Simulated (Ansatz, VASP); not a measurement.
# Cross-check of Pd12Cl (Pd(111)) between VASP and Ansatz, part 2 of 2

One calculation is typed for both programs; each brings its own data sets and cutoff. How far apart do they land? The structure shown is the end of the VASP relaxation below.

VASP 6.6.1 and Ansatz 0.2.0.

So far: The starting structure; VASP: relaxation, RPBE.

## (3) Ansatz: single point, RPBE

Level of this step: Ansatz beside VASP: Kohn-Sham DFT, plane waves, RPBE (Ansatz).

Ansatz runs on its default PAW (the set named soft_2) files.

The same cell, functional, mesh and smearing now go to Ansatz, which takes its cutoff from its data sets.

File input.yaml:

```yaml
crystal:
  lattice:
    - [5.62221175, 0.0, 0.0]
    - [2.81110588, 4.8689782, 0.0]
    - [0.0, 0.0, 19.59051667]
  atoms:
    - { symbol: Pd, position: [0.16666667, 0.16666667, 0.38283829] }
    - { symbol: Pd, position: [0.66666667, 0.16666667, 0.38283829] }
    - { symbol: Pd, position: [0.16666667, 0.66666667, 0.38283829] }
    - { symbol: Pd, position: [0.66666667, 0.66666667, 0.38283829] }
    - { symbol: Pd, position: [0.83406017, 0.33296991, 0.49941366] }
    - { symbol: Pd, position: [0.33296991, 0.33296991, 0.49941366] }
    - { symbol: Pd, position: [0.83333333, 0.83333333, 0.50337862] }
    - { symbol: Pd, position: [0.33296991, 0.83406017, 0.49941366] }
    - { symbol: Pd, position: [0.99693412, 0.99693412, 0.61783122] }
    - { symbol: Pd, position: [0.50613177, 0.99693412, 0.61783122] }
    - { symbol: Pd, position: [0.99693412, 0.50613177, 0.61783122] }
    - { symbol: Pd, position: [0.5, 0.5, 0.61501037] }
    - { symbol: Cl, position: [0.16666667, 0.16666667, 0.7121886] }
hamiltonian:
  xc: rpbe
  pseudopotentials: { kind: paw }
kpoints:
  mp_grid: { grid: [6, 6, 1] }
scf:
  occupations: { method: methfessel_paxton, width: 0.15 }
  n_extra_bands: 7
efield:
  axis: 3
  dipole_correction: true
  ramp_width: 0.04
output:
  forces: true
  eigenvalues: true
  write_density: true
  write_potential: true
  elf: true
  volumetric_format: npy
```

Launch:

```bash
$ ansatz run input.yaml --threads 4 --pin off --max-ram 9216MiB --backend cpu --events-out ev --progress --plain --runs-dir out
```

Numbers of over 12 decimals in the logs are rounded to 6 here.

Log:

```text
scf.n_extra_bands = 7 over 112 filled bands (N_el = 223.0): the run solves 119 bands
Engine: ansatz 0.2.0, aarch64-unknown-linux-gnu
Pseudopotentials: kind: paw
Pseudopotential: Pd, paw, valence charge 18, recommended cutoff 420 eV (normal), Pd.paw.azcp
Pseudopotential: Cl, paw, valence charge 7, recommended cutoff 420 eV (normal), Cl.paw.azcp
Functional definition: RPBE
  parameter kappa = 0.804
  parameter beta = 0.066725
  exchange = rpbe_x(kappa = kappa, mu = beta*pi^2/3)
  correlation = pbe_c(beta = beta)
Crystal: 13 atoms, lattice volume = 536.279 Å³
Basis set: ecut = 420 eV, 10493 PW (Γ), exchange–correlation on 80×80×270 points (8 copies of the dense FFT grid, shifted against one another)
Bands: 119, of which v1, the nominal top of the filled ones, is band 112 counted from 1 (111 counted from 0)
Symmetry: 6 space group operations
Space group: P3m1 (ITA 156), of the structure as read, at distance tolerance 8.1e-5 Å
k-points: 7 of 36 (time reversal used)
Non-local potential: Pd, projectors of the file, l = 0: 2, l = 1: 2, l = 2: 2, l = 3: 1
Non-local potential: Cl, projectors of the file, l = 0: 2, l = 1: 2, l = 2: 2
PAW form: soft (Blöchl's): semilocal exchange-correlation on the pseudo side does not see the compensation charge
PAW frozen core: Pd, regenerated for the run's functional, and the local potential with it (the file was generated under x = pbe(κ = 0.804, μ = 0.219515), c = pbe(β = 0.066725))
PAW frozen core: Cl, regenerated for the run's functional, and the local potential with it (the file was generated under x = pbe(κ = 0.804, μ = 0.219515), c = pbe(β = 0.066725))
PAW one-centre angular grid: Pd, 590 points (default); XC on 64 Gauss nodes
PAW one-centre angular grid: Cl, 110 points (default); XC on 64 Gauss nodes
Initial density: superposition of atomic densities (neutral atoms: chi_scale 0, normalization atom), corrected by the library's trained network
Initial wavefunctions: pseudopotential atomic-orbital guess
Functional: x = rpbe, c = pbe(β = 0.066725)
SCF iter   1: F=—  HF=-84847.745347 eV  |F-HF|=—  |Δ(HF+E_count)|=         —  Δρ=8.79e-3  dr2=8.83e-1  ethr=1.77e-3  p=-0.039 e·Å  D=-1.30e-2 V/Å  ΔV_dip=0.26 eV  dr2_dipole=3.29e-2  V_vac-E_F(+/−)=5.25/5.00 eV  ⟨swp⟩=7.3  Hψ=3289  notcnv=0
efield: sawtooth ramp at fractional position 0.0275 (placed from the atoms, in the widest stretch of the axis that holds none; the zero of the levels goes with the place), width 0.0400; the density the first Hamiltonian is built on has a dipole p = -0.039 e·Å; the dipole correction subtracts the counter field D = -1.30e-2 V/Å, which shifts the + side's vacuum level by +0.26 eV against the − side's; the planar-averaged density in the ramp window peaks in size at 9.7e-5 e/Å³
preconditioner: auto → LDOS  [metal: Δε(μ)=0.004 eV  Ē_g=3.475 eV  σ=0.150 eV  W_gap=0.02  n_scr=122 (ndim 8)  ℏωp=18.1 eV  f_vac=0.566  D(μ)=37.71/eV (n_scr^D=424)  β→1.0]
SCF iter   2: F=—  HF=-84847.771481 eV  |F-HF|=—  |Δ(HF+E_count)|=   2.61e-2  S|Δr|=    0.00e0  Δρ=7.75e-3  dr2=3.45e-1  ethr=3.96e-4  p=-0.053 e·Å  D=-1.79e-2 V/Å  ΔV_dip=0.35 eV  dr2_dipole=3.60e-3  V_vac-E_F(+/−)=5.41/5.06 eV  ⟨swp⟩=2.0  Hψ=1508  notcnv=0  defer=2
SCF iter   3: F=—  HF=-84847.717663 eV  |F-HF|=—  |Δ(HF+E_count)|=   5.38e-2  S|Δr|=    0.00e0  Δρ=3.20e-3  dr2=1.83e-1  ethr=1.55e-4  p=-0.055 e·Å  D=-1.86e-2 V/Å  ΔV_dip=0.36 eV  dr2_dipole=5.89e-3  V_vac-E_F(+/−)=5.38/5.02 eV  ⟨swp⟩=2.0  Hψ=1252  notcnv=0  defer=2
SCF iter   4: F=—  HF=-84847.715326 eV  |F-HF|=—  |Δ(HF+E_count)|=   2.34e-3  S|Δr|=    0.00e0  Δρ=2.49e-3  dr2=7.26e-2  ethr=8.22e-5  p=-0.056 e·Å  D=-1.88e-2 V/Å  ΔV_dip=0.37 eV  dr2_dipole=5.53e-4  V_vac-E_F(+/−)=5.40/5.03 eV  ⟨swp⟩=1.0  Hψ=831  notcnv=0  defer=2
SCF iter   5: F=—  HF=-84847.711995 eV  |F-HF|=—  |Δ(HF+E_count)|=   3.33e-3  S|Δr|=    0.00e0  Δρ=9.04e-4  dr2=1.16e-2  ethr=3.26e-5  p=-0.058 e·Å  D=-1.96e-2 V/Å  ΔV_dip=0.38 eV  dr2_dipole=2.38e-4  V_vac-E_F(+/−)=5.41/5.03 eV  ⟨swp⟩=1.4  Hψ=873  notcnv=0  defer=2
SCF iter   6: F=—  HF=-84847.711625 eV  |F-HF|=—  |Δ(HF+E_count)|=   3.70e-4  S|Δr|=    0.00e0  Δρ=3.79e-4  dr2=2.97e-3  ethr=5.18e-6  p=-0.057 e·Å  D=-1.94e-2 V/Å  ΔV_dip=0.38 eV  dr2_dipole=4.14e-4  V_vac-E_F(+/−)=5.41/5.03 eV  ⟨swp⟩=2.0  Hψ=1161  notcnv=0  defer=2
SCF iter   7: F=—  HF=-84847.711675 eV  |F-HF|=—  |Δ(HF+E_count)|=   4.96e-5  S|Δr|=    0.00e0  Δρ=1.77e-4  dr2=6.00e-4  ethr=1.33e-6  p=-0.057 e·Å  D=-1.91e-2 V/Å  ΔV_dip=0.37 eV  dr2_dipole=1.20e-4  V_vac-E_F(+/−)=5.41/5.03 eV  ⟨swp⟩=1.9  Hψ=927  notcnv=0  defer=2
SCF iter   8: F=—  HF=-84847.711681 eV  |F-HF|=—  |Δ(HF+E_count)|=   6.36e-6  S|Δr|=    0.00e0  Δρ=7.68e-5  dr2=7.21e-5  ethr=2.69e-7  p=-0.056 e·Å  D=-1.90e-2 V/Å  ΔV_dip=0.37 eV  dr2_dipole=8.31e-6  V_vac-E_F(+/−)=5.41/5.03 eV  ⟨swp⟩=1.7  Hψ=1016  notcnv=0  defer=2
SCF iter   9: F=—  HF=-84847.712010 eV  |F-HF|=—  |Δ(HF+E_count)|=   3.29e-4  S|Δr|=    0.00e0  Δρ=4.23e-5  dr2=1.93e-5  ethr=3.23e-8  p=-0.057 e·Å  D=-1.91e-2 V/Å  ΔV_dip=0.37 eV  dr2_dipole=6.16e-8  V_vac-E_F(+/−)=5.41/5.03 eV  ⟨swp⟩=1.7  Hψ=989  notcnv=0
SCF iter  10: F=—  HF=-84847.712011 eV  |F-HF|=—  |Δ(HF+E_count)|=   6.93e-7  S|Δr|=    0.00e0  Δρ=2.70e-5  dr2=8.26e-6  ethr=8.64e-9  p=-0.057 e·Å  D=-1.91e-2 V/Å  ΔV_dip=0.37 eV  dr2_dipole=9.23e-8  V_vac-E_F(+/−)=5.41/5.03 eV  ⟨swp⟩=1.0  Hψ=831  notcnv=0
SCF iter  11: F=—  HF=-84847.712011 eV  |F-HF|=—  |Δ(HF+E_count)|=   7.31e-7  S|Δr|=    0.00e0  Δρ=1.30e-5  dr2=1.93e-6  ethr=3.71e-9  p=-0.057 e·Å  D=-1.91e-2 V/Å  ΔV_dip=0.38 eV  dr2_dipole=7.71e-8  V_vac-E_F(+/−)=5.41/5.03 eV  ⟨swp⟩=1.6  Hψ=835  notcnv=0
SCF iter  12: F=—  HF=-84847.712012 eV  |F-HF|=—  |Δ(HF+E_count)|=   6.25e-7  S|Δr|=    0.00e0  Δρ=3.81e-6  dr2=1.21e-7  ethr=8.65e-10  p=-0.057 e·Å  D=-1.92e-2 V/Å  ΔV_dip=0.38 eV  dr2_dipole=2.20e-11  V_vac-E_F(+/−)=5.41/5.03 eV  ⟨swp⟩=2.1  Hψ=1199  notcnv=0
SCF iter  13: F=-84847.712012 eV  HF=-84847.712012 eV  |F-HF|=4.37e-9  |Δ(HF+E_count)|=   1.41e-7  S|Δr|=    0.00e0  Δρ=1.85e-6  dr2=3.79e-8  ethr=4.48e-11  p=-0.057 e·Å  D=-1.91e-2 V/Å  ΔV_dip=0.38 eV  dr2_dipole=1.35e-9  V_vac-E_F(+/−)=5.41/5.03 eV  ⟨swp⟩=11.1  Hψ=6194  notcnv=0
SCF 1 converged in 13 iterations: F = -84847.712012 eV  dr2 = 3.79e-8
  greatest PAW one-centre occupation: 1.000 electrons in one spin orbital (limit 2), on the Pd atom at site 11 (counted from 0), in its partial waves of l = 0
WARN: The output density's exchange-correlation potential varies sharply where the density is thin. Do not read a vacuum level from v_tot or v_xc, or from such a field of the output density. On a cell that repeats whose density bears no net charge and no dipole along the vacuum's axis use v_es (v_loc + v_h of the components); under efield.dipole_correction with no amplitude use v_es + v_field, which holds any externa [...]
SCF converged after 13 iterations
Stability not checked: this state was not tested for a lower state beside it, because cold or Methfessel-Paxton smearing, or corrected tetrahedra, fill the levels in a way that the test cannot read (fill_not_monotonic; see scf.lower_state_search)
Free energy (F): -84847.712012 eV
Harris-Foulkes:  -84847.712012 eV  (|F-HF|=4.37e-9)
Internal energy: -84847.663512 eV  (E = F + TS)
E sigma→0 (E₀):  -84847.699887 eV
Entropy (-TS):   -0.048500 eV (-3.731 meV/atom)
Fermi energy:    3.452818 eV
Dipole field:    D = -0.019176 V/Å  (p = -0.056832 e·Å, saw-weighted, corrected)
Work function:   Φ+ = 5.4084 eV   Φ− = 5.0327 eV
Levels:          The Fermi level and band energies are counted from a zero that moves with the ramp; work functions are not
--- Per-component energies (eV) ---
  E_band       = -5103.837778
  E_kinetic    = 6314.869794
  E_local      = -246097.624870  (includes V_loc(G=0)·N_el)
  E_nonlocal   = 2631.317751
  E_hartree    = 119322.434070
  E_xc         = -2122.884712
  E_vxc        = -2644.414430  (∫ρ·V_xc dr)
  E_paw        = -45761.284808  (= ΣΔE_a)
  E_vpaw       = -3949.441157  (= ΣTr[D̂ρ^β])
  E_aug_tail   = 0.002681  (compensation charges beyond the density's cutoff)
  E_efield     = 0.000545  (sawtooth field / dipole correction)
  E_vefield    = -3.411387  (∫n·V_field dr)
  E_ewald      = 80866.854063
  E_core_change = -1.348024  (= ΣΔE_core)
  E_smearing   = -0.048500  (= −TS)
  E_closure    = -0.000000  (closes the sum)
  Σ components = -84847.712012   (vs F -84847.712012, Δ=0.00e0)
--- Forces (eV/Å), atoms counted from 1 ---
  atom   1  Pd    -0.00000000     0.00000000    -0.03675464
  atom   2  Pd    -0.00000000    -0.06886395     0.00120842
  atom   3  Pd    -0.05963793     0.03443198     0.00120842
  atom   4  Pd     0.05963793     0.03443198     0.00120842
  atom   5  Pd     0.01231445    -0.00710975    -0.01269263
  atom   6  Pd    -0.01231445    -0.00710975    -0.01269263
  atom   7  Pd    -0.00000000     0.00000000    -0.01807594
  atom   8  Pd     0.00000000     0.01421950    -0.01269263
  atom   9  Pd     0.02322723     0.01341025     0.02470418
  atom  10  Pd    -0.02322723     0.01341025     0.02470418
  atom  11  Pd    -0.00000000    -0.02682049     0.02470418
  atom  12  Pd     0.00000000    -0.00000000     0.00010007
  atom  13  Cl     0.00000000    -0.00000000     0.01507983
  max |Σ_I F_I| component: 9.24e-6 eV/Å
--- Band table (eV; the first three rows and the last of 7) ---
  k-point 0: bands = [... 108 lower, 3.6139, 3.6542, 3.6542, 3.7622, 3.7631, 3.7631, 4.1180, 5.3755, ... 3 higher]
  k-point 1: bands = [... 108 lower, 3.4519, 3.4730, 3.5086, 3.5756, 3.6000, 3.6024, 4.4240, 4.7101, ... 3 higher]
  k-point 2: bands = [... 108 lower, 3.3123, 3.3297, 3.4199, 3.4685, 3.4896, 3.5713, 3.6796, 4.5857, ... 3 higher]
  k-point 6: bands = [... 108 lower, 3.2440, 3.2474, 3.2522, 3.2946, 3.3085, 3.3525, 3.4182, 4.1262, ... 3 higher]
```

It took 20 s on 4 threads of Arm Neoverse V1, shared host; peak memory 1.6 GiB; 78 s of CPU time.

Reading the cycles: dr2 is the Hartree energy of the density residual (eV), the measure of convergence; HF is the Harris–Foulkes estimate of the energy, which meets the free energy F at convergence.

## (4) Comparison

Known differences besides the potentials themselves: the data sets hold 223 valence electrons in Ansatz (default PAW (the set named soft_2) files) and 127 in VASP; the cutoff is 420 eV in Ansatz and 320 eV in VASP (PREC = Normal, projectors in real space); Ansatz makes its cores anew for this functional, VASP keeps those of its PBE data sets. Total energies have different zeros and are not compared.

Forces on 7 of the 13 atoms, those with the largest forces and the largest differences (eV/Å; atoms numbered as in POSCAR):

```
atom        Ansatz x, y, z           VASP x, y, z
 Pd1  0.000, 0.000, -0.037   0.000, 0.000, -0.018
 Pd2  0.000, -0.069, 0.001   0.000, -0.067, 0.018
 Pd3  -0.060, 0.034, 0.001   -0.058, 0.033, 0.018
 Pd4   0.060, 0.034, 0.001    0.058, 0.033, 0.018
 Pd9   0.023, 0.013, 0.025  -0.005, -0.003, 0.003
Pd10  -0.023, 0.013, 0.025   0.005, -0.003, 0.003
Pd11  0.000, -0.027, 0.025    0.000, 0.006, 0.003
```

The forces differ by 13 meV/Å r.m.s., which is 64.0 % of the r.m.s. force of 0.02 eV/Å (both taken over all components, held atoms included).

## (5) What the set-up changes

Further runs change the set-up of one program: Ansatz's method, potentials or start, or VASP's data sets, cutoff or form of LDA. The table gives Ansatz less VASP for each quantity, since a change that brings one quantity closer may part another.

```csv
run,r.m.s. force difference (meV/Å)
as above,13
cores kept as stored,13
Ansatz's larger PAW set (cutoff 900 eV),12
norm-conserving potentials (cutoff 1116 eV),12
```

## (6) Outcome

| Property | Result |
| --- | --- |
| r.m.s. force difference (single point, RPBE) | 13 meV/Å |

**Reading.** The r.m.s. force difference is 13 meV/Å (single point, RPBE), beyond the 12 meV/Å picked in this series as the mark of a large difference. For single point, RPBE, no further run moves any of the tabulated differences by more than a quarter of its size. How closely two codes agree says nothing of how well the functional describes the real material.

[Lines on the potential files, build, host, timing and source positions are cut from VASP's logs without a mark.]

[Logs are printed without paths, hosts, clocks, repeated set-up lines and the standing remarks that a program may print on its own settings, such as how far it seeks lower states.]

[Hosts, paths, dates, database ids (printed as entryN), source tags and the programs' standing remarks are cut or masked in the printed files.]
